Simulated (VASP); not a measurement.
All values below come from PBEsol GGA, VASP's PBE PAW potentials (set 64) (plane waves; VASP).

A VASP calculation is set up with these files.

**INCAR**
```
! general
SYSTEM   =  PtSe2
PREC     =  Accurate
ENCUT    =  500
LREAL    =  .FALSE.   ! projection in real space or not
LASPH    =  .TRUE.   ! aspherical one-centre terms

! electronic loop
EDIFF    =  1E-6
NELM     =  100   ! most electronic steps
ALGO     =  Normal   ! blocked Davidson
LMAXMIX  =  6   ! l cut-off of mixed one-centre charges

! smearing
ISMEAR   =  1   ! Methfessel-Paxton
SIGMA    =  0.1   ! width (eV)

! functional
GGA      =  PS   ! PBEsol

! ions
IBRION   =  2
NSW      =  40   ! most ionic steps
ISIF     =  3   ! ions, shape and volume
EDIFFG   =  -0.02   ! ionic stop
PSTRESS  =  300   ! kbar

! output
LWAVE    =  .FALSE.
LCHARG   =  .FALSE.
```

File POSCAR:
```
PtSe2
1.0
  1.8328274060  -3.1745514445   0.0000000000
  1.8328274060   3.1745514445   0.0000000000
  0.0000000000   0.0000000000   4.2918534444
Pt Se
1 2
Cart
  0.0000000000   0.0000000000   0.0000000000
  1.8328274060   1.0581859312   1.2348154566
  1.8328274060  -1.0581859312   3.0570379878
```

**KPOINTS**
```
Automatic mesh
0
Gamma
10 10 7
0 0 0
```

POTCAR, in this order: Pt Se (PBE.64 set). Program: vasp_std.

Output

### OSZICAR
```
       N       E                     dE             d eps       ncg     rms          rms(c)
DAV:   1     0.114073048704E+03    0.11407E+03   -0.10396E+04  2456   0.128E+03
DAV:   2    -0.116267730926E+02   -0.12570E+03   -0.12314E+03  3024   0.246E+02
DAV:   3    -0.161380497841E+02   -0.45113E+01   -0.44806E+01  3023   0.487E+01
DAV:   4    -0.161684941224E+02   -0.30444E-01   -0.30395E-01  2841   0.429E+00
DAV:   5    -0.161687553469E+02   -0.26122E-03   -0.26121E-03  3086   0.383E-01    0.159E+01
DAV:   6    -0.156008382679E+02    0.56792E+00   -0.43629E+00  2449   0.200E+01    0.885E+00
DAV:   7    -0.154739300487E+02    0.12691E+00   -0.73383E-01  2428   0.910E+00    0.461E+00
DAV:   8    -0.154461497077E+02    0.27780E-01   -0.48759E-02  2827   0.192E+00    0.702E-01
DAV:   9    -0.154439383264E+02    0.22114E-02   -0.75701E-03  2638   0.862E-01    0.142E-01
DAV:  10    -0.154439632544E+02   -0.24928E-04   -0.85120E-04  2953   0.233E-01    0.470E-02
DAV:  11    -0.154439629720E+02    0.28246E-06   -0.57522E-05  2722   0.645E-02    0.279E-02
DAV:  12    -0.154439628859E+02    0.86080E-07   -0.32923E-06  2485   0.172E-02
   1 F= -.60922860E+01 E0= -.60924459E+01  d E =-.609229E+01
       N       E                     dE             d eps       ncg     rms          rms(c)
DAV:   1    -0.165941599438E+02   -0.11502E+01   -0.63130E+01  2568   0.758E+01    0.165E+01
DAV:   2    -0.139905813666E+02    0.26036E+01   -0.10659E+01  2645   0.322E+01    0.441E+00
DAV:   3    -0.136728266281E+02    0.31775E+00   -0.61750E-01  2638   0.805E+00    0.209E+00
DAV:   4    -0.135865016951E+02    0.86325E-01   -0.37335E-01  2757   0.401E+00    0.861E-01
DAV:   5    -0.135878234000E+02   -0.13217E-02   -0.86250E-03  2813   0.856E-01    0.521E-01
DAV:   6    -0.135889860191E+02   -0.11626E-02   -0.38267E-03  2855   0.390E-01    0.711E-02
DAV:   7    -0.135889514844E+02    0.34535E-04   -0.28590E-04  2827   0.156E-01    0.283E-02
DAV:   8    -0.135889539298E+02   -0.24454E-05   -0.20221E-05  2946   0.419E-02    0.975E-03
DAV:   9    -0.135889533111E+02    0.61865E-06   -0.24601E-06  2263   0.105E-02
   2 F= -.55721373E+01 E0= -.55720212E+01  d E =0.520149E+00
       N       E                     dE             d eps       ncg     rms          rms(c)
DAV:   1    -0.168938696535E+02   -0.33049E+01   -0.35455E+01  2554   0.546E+01    0.873E+00
DAV:   2    -0.154106352224E+02    0.14832E+01   -0.65586E+00  2519   0.293E+01    0.677E+00
DAV:   3    -0.152220948350E+02    0.18854E+00   -0.42290E-01  2645   0.666E+00    0.391E+00
DAV:   4    -0.151598425608E+02    0.62252E-01   -0.33066E-01  2526   0.338E+00    0.723E-01
DAV:   5    -0.151587576948E+02    0.10849E-02   -0.14523E-02  2631   0.997E-01    0.597E-01
DAV:   6    -0.151588976161E+02   -0.13992E-03   -0.28738E-03  2974   0.509E-01    0.647E-02
DAV:   7    -0.151589054167E+02   -0.78005E-05   -0.11349E-04  2862   0.112E-01    0.198E-02
DAV:   8    -0.151589043029E+02    0.11137E-05   -0.87853E-06  2778   0.243E-02    0.783E-03
DAV:   9    -0.151589041300E+02    0.17294E-06   -0.11908E-06  1452   0.846E-03
   3 F= -.61550484E+01 E0= -.61551825E+01  d E =-.627623E-01
       N       E                     dE             d eps       ncg     rms          rms(c)
DAV:   1    -0.151452339374E+02    0.13670E-01   -0.66928E-03  2540   0.760E-01    0.129E-01
DAV:   2    -0.151449534591E+02    0.28048E-03   -0.13136E-03  2582   0.385E-01    0.636E-02
DAV:   3    -0.151449150253E+02    0.38434E-04   -0.84563E-05  2561   0.973E-02    0.309E-02
DAV:   4    -0.151449058456E+02    0.91797E-05   -0.54020E-05  2596   0.435E-02    0.878E-03
DAV:   5    -0.151449058592E+02   -0.13625E-07   -0.19479E-06  1915   0.135E-02
   4 F= -.61551844E+01 E0= -.61553136E+01  d E =-.628983E-01
       N       E                     dE             d eps       ncg     rms          rms(c)
DAV:   1    -0.151067213935E+02    0.38184E-01   -0.10486E+00  2435   0.715E+00    0.670E-01
DAV:   2    -0.151030257950E+02    0.36956E-02   -0.57222E-02  2799   0.214E+00    0.269E-01
DAV:   3    -0.151019976361E+02    0.10282E-02   -0.20967E-03  2946   0.437E-01    0.126E-01
DAV:   4    -0.151017064078E+02    0.29123E-03   -0.14639E-03  2687   0.259E-01    0.428E-02
DAV:   5    -0.151017110662E+02   -0.46584E-05   -0.50242E-05  2897   0.523E-02    0.262E-02
DAV:   6    -0.151017134287E+02   -0.23624E-05   -0.56173E-06  2862   0.186E-02    0.698E-03
DAV:   7    -0.151017136917E+02   -0.26303E-06   -0.63222E-07  1347   0.617E-03
   5 F= -.61674430E+01 E0= -.61673333E+01  d E =-.122586E-01
       N       E                     dE             d eps       ncg     rms          rms(c)
DAV:   1    -0.150812123189E+02    0.20501E-01   -0.16699E-01  2491   0.287E+00    0.266E-01
DAV:   2    -0.150806532820E+02    0.55904E-03   -0.90265E-03  2792   0.845E-01    0.109E-01
DAV:   3    -0.150804885418E+02    0.16474E-03   -0.32528E-04  2932   0.171E-01    0.510E-02
DAV:   4    -0.150804411003E+02    0.47442E-04   -0.23741E-04  2729   0.105E-01    0.170E-02
DAV:   5    -0.150804418466E+02   -0.74631E-06   -0.77391E-06  2862   0.206E-02
   6 F= -.61684799E+01 E0= -.61683742E+01  d E =-.132956E-01
```

File OUTCAR:
```
------------------------ aborting loop because EDIFF is reached ----------------------------------------
  FORCE on cell =-STRESS in cart. coord.  units (eV):
  Direction    XX          YY          ZZ          XY          YZ          ZX
  --------------------------------------------------------------------------------------
  Total        8.9366552      8.9366654      8.8780212      0.0000000     -0.0000000      0.0000000
  in kB      300.8312416    300.8315830    298.8574660      0.0000000     -0.0000000      0.0000000
  external PRESSURE =       0.1734302 kB  Pullay stress =     300.0000000 kB
  volume of cell :       47.60
      direct lattice vectors                 reciprocal lattice vectors
     1.811334183 -3.137324615  0.000000000     0.276039620 -0.159371459  0.000000000
     1.811334183  3.137324615 -0.000000000     0.276039620  0.159371459 -0.000000000
     0.000000000  0.000000000  4.187690854    -0.000000000  0.000000000  0.238795087
 POSITION                                       TOTAL-FORCE (eV/Angst)
 -----------------------------------------------------------------------------------
      0.00000     -0.00000      0.00000         0.000000      0.000000      0.000000
      1.81133      1.04578      1.22939         0.000000     -0.000000     -0.014661
      1.81133     -1.04578      2.95830        -0.000000     -0.000000      0.014661
 -----------------------------------------------------------------------------------
    total drift:                                0.000000      0.000000      0.000000
  FREE ENERGIE OF THE ION-ELECTRON SYSTEM (eV)
  ---------------------------------------------------
  free  energy   TOTEN  =       -15.0804418466 eV

  energy  without entropy=      -15.0801245171  energy(sigma->0) =      -15.08033607
  enthalpy is  TOTEN    =        -6.1684799401 eV   P V=        8.9119619065

 reached required accuracy - stopping structural energy minimisation
```
(Selected blocks of OUTCAR.)

### CONTCAR
```
PtSe2
   1.00000000000000
     1.8113341830040695   -3.1373246147701450    0.0000000000000000
     1.8113341830040695    3.1373246147701450   -0.0000000000000000
     0.0000000000000000    0.0000000000000000    4.1876908544736136
  Pt              Se
     1     2
Direct
     0.0000000000000000    0.0000000000000000    0.0000000000000000
     0.3333330000000032    0.6666669999999968    0.2935731955456642
     0.6666669999999968    0.3333330000000032    0.7064268044543358
```

Energy and stress use the plane-wave basis of the starting cell. Without a dispersion term in the relaxation, distances and binding between the weakly bound layers, chains or molecules are unreliable, and so is what depends on them.

The compound is PtSe2 in the 1T layered structure. This run relaxes it under an external pressure of 30 GPa. Symmetry was kept, so distortions that lower it aren't found.
